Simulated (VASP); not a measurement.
Consider the following.

```
CELL_PARAMETERS angstrom
      2.03942    -3.53237     0.00000
      2.03942     3.53237     0.00000
      0.00000     0.00000     8.56136
ATOMIC_POSITIONS crystal
  Mg 0.00000 0.00000 0.00000
  I  0.33333 0.66667 0.19007
  I  0.66667 0.33333 0.80993
```

Level of theory: AM05 GGA, VASP's PBE PAW potentials (set 64) (plane waves; VASP). Settings: 520 eV cut-off, 6×6×3 Γ-centred mesh, Gaussian smearing of 0.050 eV, potentials Mg I.

Without a dispersion term in the relaxation, distances and binding between the weakly bound layers, chains or molecules are unreliable, and so is what depends on them.

Task: The ions and cell shape at fixed volume are relaxed. Predict the relaxed structure.

Result: 
```
CELL_PARAMETERS angstrom
      2.07861    -3.60025     0.00000
      2.07861     3.60025     0.00000
      0.00000     0.00000     8.24158
ATOMIC_POSITIONS crystal
  Mg 0.00000 0.00000 0.00000
  I  0.33333 0.66667 0.20161
  I  0.66667 0.33333 0.79839
```
Space group P-3m1 (164), at a tolerance of 0.03 Å.

Task: How much energy does the relaxation gain?

Result: The energy (σ→0) changes by -11.4 meV/atom, in 9 ionic steps.

The compound is MgI2 in the 1T layered structure. This cell is one point of a volume scan, at 0.94 of the reference volume. Symmetry was kept, so distortions that lower it aren't found.
